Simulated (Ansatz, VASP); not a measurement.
# Zn24Sb8HN24 (H transfer from N to N): VASP beside Ansatz, part 2 of 2

Aim: how closely do two programs agree when they are given the same cell, functional and k mesh? The cell is taken from a series of runs on this material, whose earlier steps may have relaxed, scaled, displaced or heated it; both programs get it as it stands.

VASP 6.6.1 and Ansatz 0.2.0.

So far. Step 2 (VASP: single point, HSE06): The run ends at a pressure of 1.40 GPa, with forces up to 0.84 eV/Å.

### Step 3. Ansatz: single point, HSE06

Level of this step: Ansatz beside VASP: Kohn-Sham DFT, plane waves, HSE06 (Ansatz).

Ansatz runs on its default PAW (the set named soft_2) files.

The same cell, functional and mesh now go to Ansatz.

Contents of input.yaml:

```yaml
crystal:
  lattice:
    - [6.75971426, -6.53433939, 0.00612541]
    - [6.75971426, 6.53433939, 0.00612541]
    - [-6.39637934, 0.0, 9.04065438]
  atoms:
    - { symbol: Zn, position: [0.17762062, 0.17824862, 0.44358205] }
    - { symbol: Zn, position: [0.34036156, 0.12041844, 0.24156945] }
    - { symbol: Zn, position: [0.11066329, 0.33033646, 0.23896017] }
    - { symbol: Sb, position: [0.47428048, 0.46479684, 0.51258365] }
    - { symbol: "N", position: [0.0246573, 0.29208987, 0.35471583] }
    - { symbol: "N", position: [0.29207311, 0.02668137, 0.35140358] }
    - { symbol: "N", position: [0.15082993, 0.15078465, 0.09459084] }
    - { symbol: Zn, position: [0.1767629, 0.17824151, 0.94099368] }
    - { symbol: Zn, position: [0.3426287, 0.12204762, 0.7450759] }
    - { symbol: Zn, position: [0.12012608, 0.34108698, 0.74128074] }
    - { symbol: Sb, position: [0.46929134, 0.47187954, 1.00142389] }
    - { symbol: "N", position: [0.02725399, 0.29455, 0.85212588] }
    - { symbol: "N", position: [0.29226611, 0.0279113, 0.8524896] }
    - { symbol: "N", position: [0.15414784, 0.15181476, 0.59808697] }
    - { symbol: Zn, position: [0.17583601, 0.68113093, 0.43820293] }
    - { symbol: Zn, position: [0.34779147, 0.68250788, 0.20776373] }
    - { symbol: Zn, position: [0.10759259, 0.85036595, 0.2387831] }
    - { symbol: Sb, position: [0.46982255, 0.97614929, 0.50804513] }
    - { symbol: "N", position: [0.02449344, 0.79404171, 0.34971804] }
    - { symbol: "N", position: [0.28570895, 0.51590087, 0.35842583] }
    - { symbol: "N", position: [0.13734796, 0.66233171, 0.08543133] }
    - { symbol: Zn, position: [0.16873372, 0.67605104, 0.92543619] }
    - { symbol: Zn, position: [0.3405035, 0.62277098, 0.7404494] }
    - { symbol: Zn, position: [0.11827495, 0.84352346, 0.73598298] }
    - { symbol: Sb, position: [0.46779724, 0.96963217, 1.00312593] }
    - { symbol: "N", position: [0.02042976, 0.79417262, 0.84239683] }
    - { symbol: "N", position: [0.29156767, 0.52708439, 0.84828184] }
    - { symbol: "N", position: [0.15252115, 0.65243742, 0.59252266] }
    - { symbol: Zn, position: [0.67868024, 0.17950368, 0.44434732] }
    - { symbol: Zn, position: [0.83978483, 0.12135654, 0.24333216] }
    - { symbol: Zn, position: [0.62193026, 0.34062639, 0.24517913] }
    - { symbol: Sb, position: [0.97002004, 0.47296234, 0.50453608] }
    - { symbol: "N", position: [0.52558059, 0.293835, 0.35400047] }
    - { symbol: "N", position: [0.7965445, 0.03191182, 0.35726504] }
    - { symbol: "N", position: [0.65017418, 0.15169825, 0.09799013] }
    - { symbol: Zn, position: [0.67696092, 0.17820067, 0.94460759] }
    - { symbol: Zn, position: [0.8405924, 0.12333582, 0.74427013] }
    - { symbol: Zn, position: [0.62046733, 0.34420542, 0.7454908] }
    - { symbol: Sb, position: [0.96868261, 0.47088338, 1.00173703] }
    - { symbol: "N", position: [0.52798525, 0.29397077, 0.85412868] }
    - { symbol: "N", position: [0.79025458, 0.02850599, 0.8518094] }
    - { symbol: "N", position: [0.65133797, 0.1561234, 0.59895646] }
    - { symbol: Zn, position: [0.67445708, 0.673884, 0.44185523] }
    - { symbol: Zn, position: [0.84004184, 0.62052473, 0.24253325] }
    - { symbol: Zn, position: [0.63008042, 0.8460896, 0.24252718] }
    - { symbol: Sb, position: [0.9721389, 0.97125111, 0.50589479] }
    - { symbol: "N", position: [0.53893196, 0.80371724, 0.36037839] }
    - { symbol: "N", position: [0.79108557, 0.52752017, 0.35181568] }
    - { symbol: "N", position: [0.65256484, 0.653148, 0.09571744] }
    - { symbol: Zn, position: [0.678376, 0.68066816, 0.94202465] }
    - { symbol: Zn, position: [0.83851035, 0.62031069, 0.73956201] }
    - { symbol: Zn, position: [0.61812634, 0.84314484, 0.74233193] }
    - { symbol: Sb, position: [0.96830768, 0.9681569, 0.99919405] }
    - { symbol: "N", position: [0.5260928, 0.79409142, 0.85221842] }
    - { symbol: "N", position: [0.79204002, 0.52870441, 0.85146296] }
    - { symbol: "N", position: [0.64567144, 0.65109477, 0.59564966] }
    - { symbol: H, position: [0.33120468, 0.51254558, 0.28679996] }
total_charge: 1
basis:
  ecutwfc: 420
  xc_grid: 2
hamiltonian:
  xc: hse06
kpoints:
  mp_grid: { grid: [1, 1, 1], shift: [0.25, 0.25, 0.25] }
scf:
  occupations: { method: fixed }
  max_iter: 120
output:
  forces: true
  eigenvalues: true
checkpoint:
  write: "../qp1.end.hse06.run"
  compress: false
  write_wavefunctions: false
  write_every: 100000
```

On the command line:

```sh
$ ansatz run input.yaml --threads 32 --pin off --max-ram 84787MiB --backend cuda --events-out ev --progress --plain --runs-dir out --max-vram 78GiB
```

Numbers of over 12 decimals in the logs are rounded to 6 here.

The program printed:

```text
Warning: kpoints.mp_grid.shift: disabling space-group detection — at a shift other than 0 and half a step a hybrid functional's run that is held to the crystal's symmetry can end above its lowest state, and by default nothing tells of it, so the full k-mesh is solved, and no spatial operation symmetrises the density, except that the density of a phonon batch's undisplaced supercell is averaged over the supercell's ow [...]
exact exchange: scf.exx.singularity resolves to wigner_seitz, which cuts the screened interaction at the faces of the exchange supercell's Wigner-Seitz cell, so that each pair interacts once, at the shortest of its separations (the periodic images that this leaves out come, for a point-like exchange hole, to about 0.011 eV on a filled level). The cut falls within the interaction's reach, and what an exchange supercel [...]
Engine: ansatz 0.2.0, aarch64-unknown-linux-gnu
Pseudopotentials: kind: paw
Pseudopotential: Zn, paw, valence charge 12, recommended cutoff 420 eV (normal), Zn.paw.azcp
Pseudopotential: Sb, paw, valence charge 15, recommended cutoff 420 eV (normal), Sb.paw.azcp
Pseudopotential: N, paw, valence charge 5, recommended cutoff 420 eV (normal), N.paw.azcp
Pseudopotential: H, paw, valence charge 1, recommended cutoff 420 eV (normal), H.paw.azcp
Functional definition: HSE06
  parameter a = 0.25
  parameter omega = 0.11/bohr
  exchange = pbe_x - a*pbe_x_sr(omega) + a*exact_x_sr(omega)
  correlation = pbe_c
davidson cushion auto → on  (no smearing: the cushion is to keep the highest requested band from converging to the state above it; pin scf.eigensolver.cushion to override)
[...]
Crystal: 57 atoms, lattice volume = 799.168 Å³
Basis set: ecut = 420 eV, 15649 PW (Γ), exchange–correlation on 128×128×150 points (8 copies of the dense FFT grid, shifted against one another)
Bands: 321, of which v1, the nominal top of the filled ones, is band 264 counted from 1 (263 counted from 0)
Symmetry: 1 space group operations
k-points: 1
Non-local potential: Zn, projectors of the file, l = 0: 2, l = 1: 2, l = 2: 3, l = 3: 1
Non-local potential: Sb, projectors of the file, l = 0: 2, l = 1: 2, l = 2: 2, l = 3: 2
Non-local potential: N, projectors of the file, l = 0: 2, l = 1: 2, l = 2: 1
Non-local potential: H, projectors of the file, l = 0: 2, l = 1: 1
PAW form: soft (Blöchl's): semilocal exchange-correlation on the pseudo side does not see the compensation charge
PAW frozen core: Zn, regenerated for the run's functional, and the local potential with it (the file was generated under x = pbe(κ = 0.804, μ = 0.219515), c = pbe(β = 0.066725))
PAW frozen core: Sb, regenerated for the run's functional, and the local potential with it (the file was generated under x = pbe(κ = 0.804, μ = 0.219515), c = pbe(β = 0.066725))
PAW frozen core: N, regenerated for the run's functional, and the local potential with it (the file was generated under x = pbe(κ = 0.804, μ = 0.219515), c = pbe(β = 0.066725))
[...]
hybrid outer 1: dexx = +3.324e-1 eV, tail = 1.23e-3 eV
[...]
SCF 3 converged in 8 iterations: F = -140796.173151 eV  dr2 = 7.81e-9
[...]
hybrid outer 2: dexx = +2.274e-5 eV, tail = 1.95e-7 eV, Δε = 4.86e-3 eV (about 8.79e-5 eV left of the loop's levels), ΔF = 1.21e-2 eV/Å (tail 1.76e-3)
[...]
SCF 4 converged in 2 iterations: F = -140796.173149 eV  dr2 = 9.04e-9
[...]
hybrid outer 3: dexx = +5.334e-9 eV, tail = 1.90e-8 eV, Δε = 6.62e-5 eV (about 2.68e-5 eV left of the loop's levels), ΔF = 3.17e-4 eV/Å (tail 4.28e-4)
[...]
atom  26  N     -0.05468513     0.31001166     0.28800617
  atom  27  N     -0.04489818    -0.30038732     0.31131636
  atom  28  N     -0.46623681    -0.00816789    -0.17432271
  atom  29  Zn     0.00135558    -0.00738930     0.12121366
  atom  30  Zn    -0.00459582    -0.03447117    -0.05333587
  atom  31  Zn     0.00746837     0.03983066    -0.06155242
  atom  32  Sb     0.53633283    -0.01271469    -0.42437151
  atom  33  N     -0.06041283     0.34248666     0.32297373
  atom  34  N     -0.03803761    -0.33598201     0.28081812
  atom  35  N     -0.47460090     0.00846670    -0.17300037
  atom  36  Zn     0.01070999    -0.00370852     0.12219754
  atom  37  Zn    -0.00342561    -0.03612597    -0.06065975
  atom  38  Zn    -0.00961884     0.01912722    -0.03083345
  atom  39  Sb     0.57064884     0.02974697    -0.44362898
  atom  40  N     -0.05943002     0.34588482     0.30012936
  atom  41  N     -0.03928105    -0.32329421     0.28353958
  atom  42  N     -0.50184811     0.02128170    -0.16629372
  atom  43  Zn     0.01638972     0.01173640     0.10191961
  atom  44  Zn    -0.00387744    -0.02839114    -0.05662766
  atom  45  Zn     0.02875773     0.02368935    -0.01530165
  atom  46  Sb     0.56612365     0.03184943    -0.41675623
  atom  47  N     -0.06810915     0.34757467     0.24153898
  atom  48  N     -0.04703452    -0.33402663     0.28830528
  atom  49  N     -0.48596019     0.01285326    -0.16462427
  atom  50  Zn     0.01121457    -0.00051766     0.12002303
  atom  51  Zn    -0.00125262    -0.02551097    -0.05528886
  atom  52  Zn    -0.00181099     0.03113938    -0.04656864
  atom  53  Sb     0.54849968     0.01810984    -0.42065823
  atom  54  N     -0.04971278     0.32349301     0.28535505
  atom  55  N     -0.06721424    -0.33084223     0.27418949
  atom  56  N     -0.53527651    -0.01331875    -0.17821702
  atom  57  H     -0.55407568     0.14413938     0.42285598
  max |Σ_I F_I| component: 1.43e-4 eV/Å
--- Band table (eV) ---
  k-point 0: bands = ["-22.9200", "-22.8817", "-22.7803", "-22.7780", "-22.7730", "-22.7627", "-22.7582", "-22.7433", "-22.7129", "-22.6895", "-22.6854", "-22.6547", "-22.6540", "-22.6497", "-22.6457", "-22.6391", "-22.6386", "-22.6379", "-22.6302", "-22.6284", "-22.6228", "-22.6120", "-22.6113", "-22.5933", "-22.5747", "-22.5698", "-22.5585", "-22.5359", "-22.5272", "-22.5246", "-22.5203", "-22.5141", "-22.5106", "- [...]
```

### Step 4. Comparison

Known differences besides the potentials themselves: exact exchange at q = 0 is treated differently, which shows on coarse meshes; VASP keeps PBE cores, Ansatz makes them for the functional; fixed occupations in Ansatz, narrow Gaussian smearing in VASP; the cutoff is 420 eV in Ansatz and 520 eV in VASP (PREC = Accurate, projectors in real space); VASP takes a coarser grid for exact exchange (PRECFOCK = Fast). Total energies have different zeros and are not compared.

The two programs side by side:

| quantity | Ansatz | VASP | difference |
| --- | --- | --- | --- |
| gap on the k mesh (eV) | 2.963 | 2.957 | +0.006 |

Forces on 10 of the 57 atoms, those with the largest forces and the largest differences (eV/Å; atoms numbered as in POSCAR):

| atom | Ansatz x, y, z | VASP x, y, z |
| --- | --- | --- |
| Sb25 | 0.611, -0.047, -0.448 | 0.633, -0.034, -0.483 |
| Sb26 | 0.564, -0.061, -0.434 | 0.582, -0.047, -0.455 |
| Sb27 | 0.613, -0.015, -0.398 | 0.641, -0.016, -0.427 |
| Sb28 | 0.562, 0.007, -0.417 | 0.586, 0.007, -0.439 |
| Sb30 | 0.571, 0.030, -0.444 | 0.594, 0.034, -0.471 |
| Sb31 | 0.566, 0.032, -0.417 | 0.589, 0.024, -0.442 |
| N40 | 0.583, -0.498, -0.209 | 0.599, -0.563, -0.154 |
| N41 | -0.433, -0.066, -0.097 | -0.537, -0.037, -0.164 |
| N43 | -0.045, -0.300, 0.311 | -0.036, -0.385, 0.356 |
| N51 | -0.068, 0.348, 0.242 | -0.041, 0.413, 0.332 |

The forces differ by 36 meV/Å r.m.s., which is 13.2 % of the r.m.s. force of 0.274 eV/Å (both taken over all components). A gap on the mesh is an upper bound, since the band edges may lie between its points. The cell carries a charge of +1 e against a uniform background, so its pressure also hangs on how the neutralising background is counted, and in a defect's cell a gap may be the spacing between its levels.

### Step 5. Outcome

| Item | Value |
| --- | --- |
| r.m.s. force difference (single point, HSE06) | 13 % of the r.m.s. force |

**Reading.** The r.m.s. force difference is 13 % of the r.m.s. force (single point, HSE06), beyond the 3 % picked in this series as the mark of a large difference. The data sets hold unlike numbers of valence electrons (528 in Ansatz and 448 in VASP), so part of the differences comes from the potentials. What causes the difference of the single point, HSE06 pair stays open here. How closely two codes agree says nothing of how well the functional describes the real material.

[Lines on the potential files, build, host, timing and source positions are cut from VASP's logs without a mark.]

[Logs are printed without paths, hosts, clocks, repeated set-up lines and the standing remarks that a program may print on its own settings, such as how far it seeks lower states.]

[Hosts, paths, dates, database ids (printed as entryN), source tags and the programs' standing remarks are cut or masked in the printed files.]
